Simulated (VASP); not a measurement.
# SnHgAs2 with PBE: from relaxation to properties, part 2 of 5

Wanted: the relaxed cell of SnHgAs2 and its properties. The cell is invented: it takes the structure of a Materials Project entry for CdSnAs2 (space group 166 there), with some of its atoms replaced by other elements, volume scaled by an estimate. It may not be a known or stable phase. Left out of this account: at least 7 further runs (self-consistent run: it repeats an earlier run and gave the same numbers).

VASP 6.6.1; PBE; plane waves and PAW (Hg, Sn_d, As); invented cell.

Still holding for the runs below: The k-mesh is coarse for a metal.

So far. Step 2 (Rough relaxation of the start cell): It ends with a largest force of 0.024 eV/Å and a pressure of 0.03 GPa.

### Step 3. Full relaxation (PBE)

Properties are meant for the cell that this level of theory prefers, so cell and atoms are relaxed first (ISIF = 3) until forces and stress are small; EDIFFG sets the threshold.

INCAR

```
SYSTEM = SnHgAs2
PREC = Accurate
ENCUT = 400
EDIFF = 1E-06
NELM = 100
ISMEAR = 0
SIGMA = 0.05
LREAL = .FALSE.
ALGO = Normal
GGA = PE
NBANDS = 24
LORBIT = 11
LWAVE = .FALSE.
LCHARG = .FALSE.
KPAR = 2
IBRION = 2
NSW = 60
ISIF = 3
EDIFFG = -0.01
```

POSCAR

```
SnHgAs2
1.0
    2.0096356756      1.1602639974      6.8056949351
   -2.0096356756      1.1602639974      6.8056949351
    0.0000000000     -2.3205279948      6.8056949351
Hg Sn As
1 1 2
Direct
    0.5000000000      0.5000000000      0.5000000000
    0.0000000000      0.0000000000      0.0000000000
    0.2514664999      0.2514664999      0.2514664999
    0.7485335001      0.7485335001      0.7485335001
```

KPOINTS

```
Automatic mesh
0
Gamma
6 6 6
0 0 0
```

The projector-augmented-wave data sets are Hg, Sn_d and As (PBE family, release 64).

Started as:

```console
$ mpirun -np 2 vasp_std
```

What it wrote:

```text
[... set-up lines as in an earlier step ...]
 entering main loop
       N       E                     dE             d eps       ncg     rms          rms(c)
DAV:   1     0.262324989369E+03    0.26232E+03   -0.14459E+04  1576   0.143E+03
DAV:   2     0.102674382104E+02   -0.25206E+03   -0.24477E+03  1648   0.413E+02
DAV:   3    -0.128213760575E+02   -0.23089E+02   -0.22684E+02  1928   0.113E+02
DAV:   4    -0.134407825987E+02   -0.61941E+00   -0.61873E+00  1704   0.196E+01
DAV:   5    -0.134580463033E+02   -0.17264E-01   -0.17263E-01  2144   0.329E+00    0.526E+00
DAV:   6    -0.129934824517E+02    0.46456E+00   -0.12358E+00  1824   0.119E+01    0.503E+00
DAV:   7    -0.129962677433E+02   -0.27853E-02   -0.27463E-01  1728   0.306E+00    0.279E+00
DAV:   8    -0.129945737211E+02    0.16940E-02   -0.24321E-02  1832   0.148E+00    0.375E-01
DAV:   9    -0.129937635822E+02    0.81014E-03   -0.35638E-03  1896   0.652E-01    0.808E-02
DAV:  10    -0.129938714150E+02   -0.10783E-03   -0.87964E-04  1656   0.193E-01    0.369E-02
DAV:  11    -0.129938668471E+02    0.45679E-05   -0.69301E-05  1856   0.807E-02    0.241E-02
DAV:  12    -0.129938723330E+02   -0.54859E-05   -0.18463E-05  1664   0.252E-02    0.120E-02
DAV:  13    -0.129938727538E+02   -0.42082E-06   -0.99216E-07  1112   0.797E-03
   1 F= -.12993873E+02 E0= -.12993214E+02  d E =-.129939E+02
 curvature:   0.00 expect dE= 0.000E+00 dE for cont linesearch  0.000E+00
 trial: gam= 0.00000 g(F)=  0.769E-06 g(S)=  0.188E-03 ort = 0.000E+00 (trialstep = 0.100E+01)
 search vector abs. value=  0.189E-03
 bond charge predicted
       N       E                     dE             d eps       ncg     rms          rms(c)
DAV:   1    -0.129956085759E+02   -0.17362E-02   -0.38825E-02  1848   0.232E+00    0.270E-01
DAV:   2    -0.129942014891E+02    0.14071E-02   -0.34467E-03  1824   0.791E-01    0.107E-01
DAV:   3    -0.129939942260E+02    0.20726E-03   -0.43618E-04  1848   0.224E-01    0.778E-02
DAV:   4    -0.129939525181E+02    0.41708E-04   -0.10766E-04  2128   0.106E-01    0.903E-03
DAV:   5    -0.129939505227E+02    0.19955E-05   -0.16798E-05  1816   0.440E-02    0.801E-03
DAV:   6    -0.129939512922E+02   -0.76952E-06   -0.20339E-06  1248   0.121E-02
   2 F= -.12993951E+02 E0= -.12993300E+02  d E =-.785384E-04
 trial-energy change:   -0.000079  1 .order   -0.000079   -0.000189    0.000031
 step:   0.8594(harm=  0.8594)  dis= 0.00012  next Energy=   -12.993954 (dE=-0.813E-04)
 reached required accuracy - stopping structural energy minimisation
```

Elapsed: 77 s, on 2 MPI ranks of Intel Xeon Platinum 8375C at 2.90GHz (Ice Lake), shared host; peak memory 0.69 GiB; 2.5 min of CPU time.

From OUTCAR (step 3):

```text
  LATTYP: Found a trigonal (rhomboedric) cell.
 ALAT       =     7.1904333417
 COS(alpha) =     0.8437735050

The static configuration has the point symmetry D_3d.

 Found     32 irreducible k-points:

   k-points           NKPTS =     32   k-points in BZ     NKDIM =     32   number of bands    NBANDS=     24

   dimension x,y,z NGX =    48 NGY =   48 NGZ =   48
   dimension x,y,z NGXF=    96 NGYF=   96 NGZF=   96

   ENCUT  =  400.0 eV  29.40 Ry    5.42 a.u.  11.73 11.73 11.73*2*pi/ulx,y,z

   NELECT =      36.0000    total number of electrons

 E-fermi :   4.9558

 k-point     1 :       0.0000    0.0000    0.0000
  band No.  band energies     occupation
    ...
     13      -1.4959      2.00000
     14       3.5217      2.00000
     15       4.2968      2.00000
     16       4.5211      2.00000
     17       4.5211      2.00000
     18       5.3739      0.00000
     19       5.3739      0.00000
     20       7.0153      0.00000
     21       7.9774      0.00000
     22       7.9774      0.00000
    ...

 k-point     2 :       0.1667    0.0000    0.0000
  band No.  band energies     occupation
    ...
     14       1.7537      2.00000
     15       3.1004      2.00000
     16       4.1318      2.00000
     17       4.2732      2.00000
     18       4.8511      1.99696
     19       6.3285      0.00000
     20       6.4925      0.00000
     21       8.8639      0.00000
     22       8.9302      0.00000
     23       9.6988      0.00000
    ...

  Total        0.0360639      0.0360639     -0.0033552      0.0000000     -0.0000000      0.0000000
  in kB        0.6082567      0.6082570     -0.0565889      0.0000000     -0.0000000      0.0000000
  external PRESSURE =       0.3866416 kB  Pullay stress =       0.0000000 kB

  energy-cutoff  :      400.00
  volume of cell :       94.99
      direct lattice vectors                 reciprocal lattice vectors
     2.008671465  1.159707310  6.796535556     0.248920746  0.143714423  0.049044595
    -2.008671465  1.159707310  6.796535556    -0.248920746  0.143714423  0.049044595
     0.000000000 -2.319414619  6.796535556     0.000000000 -0.287428846  0.049044595

 POSITION                                       TOTAL-FORCE (eV/Angst)
 -----------------------------------------------------------------------------------
      0.00000      0.00000     10.19480         0.000000     -0.000000     -0.000000
      0.00000      2.31941     13.59307        -0.000000     -0.000000     -0.000000
      0.00000      0.00000      5.12744         0.000000      0.000000     -0.003152
      0.00000      0.00000     15.26217         0.000000     -0.000000      0.003152
 -----------------------------------------------------------------------------------
    total drift:                                0.000000     -0.000000     -0.000000

  FREE ENERGIE OF THE ION-ELECTRON SYSTEM (eV)
  ---------------------------------------------------
  free  energy   TOTEN  =       -12.9939512922 eV

  energy  without entropy=      -12.9926490524  energy(sigma->0) =      -12.99330017

 total charge
# of ion       s       p       d       tot
------------------------------------------
    1        0.801   0.325   9.317  10.443
    2        1.190   0.985  10.008  12.183
    3        1.284   1.371   0.030   2.685
    4        1.284   1.371   0.030   2.685
--------------------------------------------------
tot          4.559   4.051  19.385  27.995

[... 2 parts as in an earlier step ...]

[... 7 further parts left out ...]
```

CONTCAR:

```
SnHgAs2
   1.00000000000000
     2.0086714649049791    1.1597073096651274    6.7965355561388350
    -2.0086714649049791    1.1597073096651274    6.7965355561388350
     0.0000000000000000   -2.3194146193302547    6.7965355561388350
  Hg              Sn              As
     1     1     2
Direct
     0.5000000000000000    0.5000000000000000    0.5000000000000000
     1.0000000000000000    1.0000000000000000    0.0000000000000000
     0.2514731689835212    0.2514731689835212    0.2514731689835212
     0.7485268310164788    0.7485268310164788    0.7485268310164788
```

Relaxation path:

```csv
step,energy less that of the first step (eV),largest force (eV/Å),pressure (GPa),volume (Å³)
1,0.0000,0.0028,-0.11,95.21
2,-0.0001,0.0032,0.04,94.99
```

```
conventional cell, symmetrised  before   after  change
                         a (Å)   4.019   4.017  -0.0 %
                         b (Å)   4.019   4.017  -0.0 %
                         c (Å)  20.417  20.390  -0.1 %
              volume (Å³/atom)   23.80   23.75  -0.2 %
```

The relaxed structure:

```
Hg Sn As
1.0
     2.00867    1.15971    6.79654
    -2.00867    1.15971    6.79654
     0.00000   -2.31941    6.79654
Hg Sn As
1 1 2
Direct
  0.50000 0.50000 0.50000
  0.00000 0.00000 0.00000
  0.25147 0.25147 0.25147
  0.74853 0.74853 0.74853
```

Numbers from this step:

| Item | Value |
| --- | --- |
| irreducible k-points | 32 |
| free energy (TOTEN) | -12.99 eV |
| energy at zero smearing | -12.99 eV |
| Fermi energy | 4.956 eV |
| pressure | 0.03866 GPa |
| SCF cycles over all ionic steps | 19 |

It ends with a largest force of 0.003 eV/Å and a pressure of 0.04 GPa.

### Step 4. Single point with fields (PBE)

The relaxed cell gets a fresh self-consistent run, on a basis set for its own volume, to fix the density and to check the remaining stress.

Changes to INCAR since step 3:

```diff
@@ -13,7 +13,5 @@
 LWAVE = .FALSE.
-LCHARG = .FALSE.
-KPAR = 2
-IBRION = 2
-NSW = 60
-ISIF = 3
-EDIFFG = -0.01
+LCHARG = .TRUE.
+ISIF = 2
+LELF = .TRUE.
+LVHAR = .TRUE.
```

POSCAR

```
SnHgAs2
1.0
    2.0086714649      1.1597073097      6.7965355561
   -2.0086714649      1.1597073097      6.7965355561
    0.0000000000     -2.3194146193      6.7965355561
Hg Sn As
1 1 2
Direct
    0.5000000000      0.5000000000      0.5000000000
    0.0000000000      0.0000000000      0.0000000000
    0.2514731690      0.2514731690      0.2514731690
    0.7485268310      0.7485268310      0.7485268310
```

KPOINTS is that of step 3.

Started as:

```console
$ mpirun -np 2 vasp_std
```

What it wrote:

```text
[banner, memory and clock lines left out]
running    2 mpi-ranks, on    1 nodes
 distrk:  each k-point on    2 cores,    1 groups
 distr:  one band on    1 cores,    2 groups

 POSCAR found type information on POSCAR HgSnAs
 POSCAR found :  3 types and       4 ions
 LDA part: xc-table for (Slater+PW92), standard interpolation
 POSCAR, INCAR and KPOINTS ok, starting setup
 FFT: planning ... GRIDC
 FFT: planning ... GRID_SOFT
 FFT: planning ... GRID
 WAVECAR not read
 entering main loop
       N       E                     dE             d eps       ncg     rms          rms(c)
DAV:   1     0.264859169158E+03    0.26486E+03   -0.14518E+04  1544   0.143E+03
DAV:   2     0.938460273229E+01   -0.25547E+03   -0.24744E+03  1616   0.407E+02
DAV:   3    -0.128993071282E+02   -0.22284E+02   -0.21994E+02  1960   0.112E+02
DAV:   4    -0.134441965477E+02   -0.54489E+00   -0.54411E+00  1712   0.186E+01
DAV:   5    -0.134601406810E+02   -0.15944E-01   -0.15943E-01  2160   0.313E+00    0.529E+00
DAV:   6    -0.129935873955E+02    0.46655E+00   -0.12444E+00  1856   0.120E+01    0.506E+00
DAV:   7    -0.129962828238E+02   -0.26954E-02   -0.27375E-01  1736   0.306E+00    0.281E+00
DAV:   8    -0.129945471186E+02    0.17357E-02   -0.24422E-02  1872   0.148E+00    0.373E-01
DAV:   9    -0.129937421861E+02    0.80493E-03   -0.35425E-03  1864   0.650E-01    0.815E-02
DAV:  10    -0.129938490111E+02   -0.10682E-03   -0.88197E-04  1640   0.193E-01    0.369E-02
DAV:  11    -0.129938444060E+02    0.46051E-05   -0.69085E-05  1856   0.807E-02    0.241E-02
DAV:  12    -0.129938498473E+02   -0.54414E-05   -0.18510E-05  1632   0.252E-02    0.122E-02
DAV:  13    -0.129938502739E+02   -0.42653E-06   -0.10108E-06  1176   0.797E-03
   1 F= -.12993850E+02 E0= -.12993199E+02  d E =-.130272E-02
```

Run time: 59 s. Hardware: 2 MPI ranks; peak memory 0.46 GiB; 1.9 min of CPU time.

OUTCAR, selected parts (step 4):

```text
  LATTYP: Found a trigonal (rhomboedric) cell.
 ALAT       =     7.1814049923
 COS(alpha) =     0.8435307012

The static configuration has the point symmetry D_3d.

 Found     32 irreducible k-points:

   ENCUT  =  400.0 eV  29.40 Ry    5.42 a.u.  11.71 11.71 11.71*2*pi/ulx,y,z

   NELECT =      36.0000    total number of electrons

 E-fermi :   4.9557

 k-point     1 :       0.0000    0.0000    0.0000
  band No.  band energies     occupation
    ...
     13      -1.4957      2.00000
     14       3.5216      2.00000
     15       4.2966      2.00000
     16       4.5209      2.00000
     17       4.5209      2.00000
     18       5.3737      0.00000
     19       5.3737      0.00000
     20       7.0152      0.00000
     21       7.9773      0.00000
     22       7.9773      0.00000
    ...

 k-point     2 :       0.1667   -0.0000   -0.0000
  band No.  band energies     occupation
    ...
     14       1.7536      2.00000
     15       3.1002      2.00000
     16       4.1317      2.00000
     17       4.2730      2.00000
     18       4.8509      1.99697
     19       6.3284      0.00000
     20       6.4923      0.00000
     21       8.8637      0.00000
     22       8.9301      0.00000
     23       9.6988      0.00000
    ...

  Total        0.0371175      0.0371175     -0.0021227      0.0000000     -0.0000000      0.0000000
  in kB        0.6260264      0.6260267     -0.0358023      0.0000000     -0.0000000      0.0000000
  external PRESSURE =       0.4054170 kB  Pullay stress =       0.0000000 kB

 POSITION                                       TOTAL-FORCE (eV/Angst)
 -----------------------------------------------------------------------------------
      0.00000      0.00000     10.19480        -0.000000      0.000000      0.000000
      0.00000      0.00000      0.00000         0.000000      0.000000      0.000000
      0.00000      0.00000      5.12744         0.000000     -0.000000     -0.003206
      0.00000      0.00000     15.26217         0.000000      0.000000      0.003206
 -----------------------------------------------------------------------------------
    total drift:                                0.000000      0.000000     -0.000000

  FREE ENERGIE OF THE ION-ELECTRON SYSTEM (eV)
  ---------------------------------------------------
  free  energy   TOTEN  =       -12.9938502739 eV

  energy  without entropy=      -12.9925475532  energy(sigma->0) =      -12.99319891

[... 5 parts as in an earlier step ...]

[... 7 further parts left out ...]
```

This step gave:

* SCF cycles: 13
* pressure: 0.04054 GPa

Valence electrons inside each PAW sphere by angular momentum. Sphere charges, by row:

| atom | s (e) | p (e) | d (e) | tot (e) |
| --- | --- | --- | --- | --- |
| Hg1 | 0.801 | 0.325 | 9.317 | 10.44 |
| Sn2 | 1.19 | 0.985 | 10.01 | 12.18 |
| As3 | 1.284 | 1.371 | 0.03 | 2.685 |
| As4 | 1.284 | 1.371 | 0.03 | 2.685 |

Electrostatic potential energy in the ac plane of the conventional cell at fractional y = 0.000, with atoms of Hg and Sn and As within 0.2 Å of it. With pseudopotentials it is smooth inside the atoms' cores, unlike the true potential.

Ten even steps from '_' (-47 eV) to '@' (4 eV), each cell a mean:
```
____::**%%@@@@@@@@@@%%==..__
%%%%@@@@@@@@@@@@@@@@@@@@@@%%
@@@@@@@@@@@@@@@@@@@@@@@@@@@@
@@@@@@@@@@@@%%%%%%@@@@@@@@@@
%%%%@@@@@@@@@@@@@@@@@@@@@@%%
--..--##@@@@@@@@@@@@%%++::::
--::==##@@@@@@@@@@@@%%**--::
@@@@@@@@@@%%%%%%%%@@@@@@@@@@
@@@@@@@@@@@@%%%%%%@@@@@@@@@@
@@@@@@@@@@@@%%%%@@@@@@@@@@@@
%%%%@@@@@@@@@@@@@@@@@@@@%%%%
==++**##%%@@@@@@@@@@%%**++==
++++**##@@@@@@@@@@@@%%##**++
@@@@@@@@@@@@@@@@@@@@@@@@@@@@
@@@@@@@@@@@@%%%%@@@@@@@@@@@@
@@@@@@@@@@%%%%%%%%@@@@@@@@@@
##%%@@@@@@@@%%%%%%@@@@@@%%%%
--..::##@@@@@@@@@@@@%%++..::
--::==%%@@@@@@@@@@@@%%**--::
@@@@@@@@@@@@%%%%@@@@@@@@@@@@
@@@@@@@@@@@@%%%%@@@@@@@@@@@@
@@@@@@@@@@@@@@%%@@@@@@@@@@@@
####%%@@@@@@@@@@@@@@@@@@%%##
____..++%%@@@@@@@@@@%%--____
```
Columns run along a (4.0 Å; values clipped at the 3rd and 97th percentile), rows up along c (20.4 Å), edges of the conventional cell, whose origin can differ from the input's. Atoms in or near the plane, at fractional coordinates: Hg at (0.00, 0.50), Sn at (0.00, 0.00), As at (0.00, 0.25), As at (0.00, 0.75).

ELF in the ac plane of the conventional cell at fractional y = 0.000, with atoms of Hg and Sn and As within 0.2 Å of it. It is the smooth field of the valence electrons, not physical close to the nuclei.

Values, 24 rows by 14 columns, each cell a mean:
```
0.23 0.25 0.36 0.39 0.36 0.33 0.28 0.27 0.30 0.35 0.36 0.39 0.31 0.22
0.26 0.26 0.28 0.34 0.45 0.54 0.60 0.61 0.58 0.51 0.40 0.31 0.27 0.26
0.04 0.06 0.10 0.19 0.31 0.41 0.48 0.49 0.46 0.38 0.26 0.14 0.08 0.05
0.07 0.07 0.09 0.14 0.21 0.25 0.28 0.29 0.27 0.24 0.18 0.12 0.08 0.07
0.61 0.57 0.47 0.34 0.25 0.24 0.26 0.27 0.25 0.24 0.28 0.39 0.51 0.59
0.70 0.77 0.81 0.75 0.54 0.29 0.16 0.13 0.19 0.38 0.65 0.80 0.81 0.74
0.70 0.76 0.80 0.75 0.58 0.36 0.23 0.20 0.27 0.44 0.67 0.78 0.79 0.73
0.48 0.46 0.43 0.39 0.35 0.32 0.31 0.31 0.31 0.33 0.37 0.41 0.45 0.47
0.05 0.07 0.11 0.20 0.32 0.39 0.43 0.44 0.42 0.37 0.27 0.15 0.09 0.06
0.06 0.07 0.11 0.22 0.41 0.57 0.67 0.69 0.64 0.52 0.33 0.17 0.09 0.07
0.28 0.28 0.26 0.25 0.31 0.43 0.53 0.55 0.50 0.38 0.27 0.25 0.27 0.28
0.14 0.12 0.26 0.36 0.27 0.20 0.16 0.15 0.17 0.22 0.32 0.34 0.20 0.09
0.16 0.19 0.30 0.34 0.26 0.22 0.21 0.21 0.21 0.23 0.30 0.34 0.25 0.16
0.24 0.23 0.21 0.24 0.35 0.49 0.60 0.62 0.56 0.44 0.29 0.22 0.22 0.24
0.04 0.06 0.10 0.22 0.40 0.55 0.64 0.66 0.61 0.50 0.32 0.16 0.08 0.05
0.09 0.10 0.13 0.21 0.30 0.36 0.38 0.39 0.37 0.34 0.27 0.17 0.11 0.09
0.60 0.58 0.54 0.47 0.39 0.33 0.30 0.30 0.31 0.35 0.43 0.51 0.56 0.59
0.65 0.74 0.81 0.78 0.60 0.36 0.20 0.16 0.25 0.46 0.70 0.80 0.79 0.70
0.76 0.79 0.80 0.70 0.48 0.27 0.17 0.15 0.19 0.34 0.58 0.76 0.81 0.78
0.47 0.43 0.35 0.26 0.23 0.25 0.28 0.29 0.27 0.24 0.23 0.29 0.38 0.46
0.04 0.05 0.08 0.14 0.21 0.26 0.29 0.30 0.28 0.24 0.18 0.11 0.06 0.05
0.07 0.08 0.12 0.21 0.35 0.47 0.54 0.56 0.52 0.43 0.29 0.17 0.10 0.07
0.31 0.31 0.32 0.36 0.44 0.51 0.55 0.56 0.54 0.49 0.40 0.33 0.32 0.31
0.23 0.20 0.33 0.39 0.34 0.30 0.23 0.21 0.25 0.32 0.36 0.39 0.27 0.17
```
Columns run along a (4.0 Å), rows up along c (20.4 Å), edges of the conventional cell, whose origin can differ from the input's. Atoms in or near the plane, at fractional coordinates: Hg at (0.00, 0.50), Sn at (0.00, 0.00), As at (0.00, 0.25), As at (0.00, 0.75).

Valence density in the ac plane of the conventional cell at fractional y = 0.000, with atoms of Hg and Sn and As within 0.2 Å of it. It is the smooth field of the valence electrons, not physical close to the nuclei.

Values in units of 1e0 e/Å³, 24 rows by 14 columns, each cell a mean:
```
5.5 3.8 1.6 0.5 0.2 0.2 0.1 0.1 0.1 0.2 0.3 0.8 2.4 4.7
0.2 0.2 0.2 0.2 0.2 0.2 0.2 0.2 0.2 0.2 0.2 0.2 0.2 0.2
0.0 0.0 0.1 0.1 0.1 0.2 0.3 0.3 0.2 0.2 0.1 0.1 0.1 0.0
0.0 0.0 0.1 0.1 0.1 0.2 0.3 0.3 0.3 0.2 0.1 0.1 0.1 0.0
0.3 0.2 0.2 0.2 0.2 0.2 0.2 0.2 0.2 0.2 0.2 0.2 0.2 0.3
0.2 0.4 0.5 0.4 0.2 0.1 0.1 0.1 0.1 0.2 0.3 0.5 0.5 0.3
0.3 0.4 0.5 0.4 0.2 0.1 0.1 0.1 0.1 0.2 0.3 0.5 0.5 0.4
0.2 0.2 0.2 0.2 0.2 0.2 0.2 0.2 0.2 0.2 0.2 0.2 0.2 0.2
0.0 0.0 0.1 0.1 0.1 0.2 0.3 0.3 0.3 0.2 0.1 0.1 0.1 0.0
0.0 0.1 0.1 0.1 0.2 0.2 0.3 0.3 0.3 0.2 0.1 0.1 0.1 0.0
0.5 0.4 0.3 0.2 0.2 0.2 0.2 0.2 0.2 0.2 0.2 0.2 0.3 0.5
4.1 3.2 1.9 0.8 0.3 0.1 0.1 0.1 0.1 0.2 0.4 1.2 2.4 3.6
3.2 2.5 1.5 0.6 0.2 0.1 0.1 0.1 0.1 0.2 0.3 1.0 1.9 2.9
0.3 0.2 0.2 0.2 0.2 0.2 0.2 0.2 0.2 0.2 0.2 0.2 0.2 0.2
0.0 0.0 0.1 0.1 0.2 0.2 0.3 0.3 0.3 0.2 0.1 0.1 0.1 0.0
0.1 0.1 0.1 0.1 0.2 0.2 0.3 0.3 0.3 0.2 0.1 0.1 0.1 0.1
0.3 0.3 0.2 0.2 0.2 0.2 0.2 0.2 0.2 0.2 0.2 0.2 0.3 0.3
0.1 0.4 0.5 0.4 0.2 0.1 0.1 0.1 0.1 0.2 0.3 0.5 0.5 0.3
0.4 0.5 0.5 0.4 0.2 0.1 0.1 0.1 0.1 0.2 0.3 0.4 0.5 0.4
0.2 0.2 0.1 0.1 0.2 0.2 0.3 0.3 0.2 0.2 0.1 0.1 0.2 0.2
0.0 0.0 0.1 0.1 0.1 0.2 0.3 0.3 0.3 0.2 0.1 0.1 0.0 0.0
0.0 0.1 0.1 0.1 0.1 0.2 0.3 0.3 0.2 0.2 0.1 0.1 0.1 0.0
0.4 0.3 0.2 0.2 0.2 0.2 0.2 0.2 0.2 0.2 0.2 0.2 0.3 0.3
7.7 5.3 2.2 0.6 0.2 0.1 0.1 0.1 0.1 0.2 0.3 1.0 3.3 6.5
```
Columns run along a (4.0 Å), rows up along c (20.4 Å), edges of the conventional cell, whose origin can differ from the input's. Atoms in or near the plane, at fractional coordinates: Hg at (0.00, 0.50), Sn at (0.00, 0.00), As at (0.00, 0.25), As at (0.00, 0.75).

In this run the pressure is 0.04 GPa, small enough to go on; single stress components reach 0.06 GPa.

(Part 2 of 5 ends here.)

[Lines on the potential files, build, host, timing and source positions are cut from VASP's logs without a mark.]

[Logs are printed without paths, hosts, clocks, repeated set-up lines and the standing remarks that a program may print on its own settings, such as how far it seeks lower states.]

[Hosts, paths, dates, database ids (printed as entryN), source tags and the programs' standing remarks are cut or masked in the printed files.]

[A measured line is paired with the nearest computed mode of its activity, which favours agreement.]

[In band tables of VASP the shares of atoms and orbitals are scaled to a sum of 1 inside the atoms' spheres.]
